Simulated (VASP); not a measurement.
Given:

```
CELL_PARAMETERS angstrom
      4.03136     0.00000     0.00000
      0.00000     4.03136     0.00000
      0.00000     0.00000     4.03136
ATOMIC_POSITIONS crystal
  Ba 0.00000 0.00000 0.00000
  Ti 0.50000 0.50000 0.50000
  O  0.50000 0.00000 0.50000
  O  0.00000 0.50000 0.50000
  O  0.50000 0.50000 0.00000
```

All values below come from PBE GGA, VASP's PBE PAW potentials (set 64) (plane waves; VASP). Run with 620 eV cut-off, 6×6×6 Γ-centred mesh, Gaussian smearing of 0.050 eV, potentials Ba_sv Ti_sv O.

Energy and stress use the plane-wave basis of the starting cell.

Question: The ions, cell shape and volume at an external pressure of 5.0 GPa are relaxed. Which structure does the run end with?

Answer: 
```
CELL_PARAMETERS angstrom
      3.99290     0.00000     0.00000
      0.00000     3.99290     0.00000
      0.00000     0.00000     3.99290
ATOMIC_POSITIONS crystal
  Ba 0.00000 0.00000 0.00000
  Ti 0.50000 0.50000 0.50000
  O  0.50000 0.00000 0.50000
  O  0.00000 0.50000 0.50000
  O  0.50000 0.50000 0.00000
```
Space group Pm-3m (221), at a tolerance of 0.03 Å.

Question: How do energy and volume change from the first to the last step?

Answer: The energy (σ→0) changes by +5.6 meV/atom and the volume by -2.8 %, in 3 ionic steps.

```json
[
 {"step": "1", "E(σ→0) (eV)": "-39.9939", "max force (eV/Å)": "0.000", "pressure (GPa)": "0.00", "volume (Å³)": "65.52"},
 {"step": "2", "E(σ→0) (eV)": "-39.8697", "max force (eV/Å)": "0.000", "pressure (GPa)": "11.06", "volume (Å³)": "61.72"},
 {"step": "3", "E(σ→0) (eV)": "-39.9659", "max force (eV/Å)": "0.000", "pressure (GPa)": "4.96", "volume (Å³)": "63.66"}
]
```

The compound is BaTiO3 in the cubic perovskite structure, the ideal cubic form; the compound distorts at low or room temperature. This run relaxes it under an external pressure of 5 GPa. Symmetry was kept, so distortions that lower it aren't found.
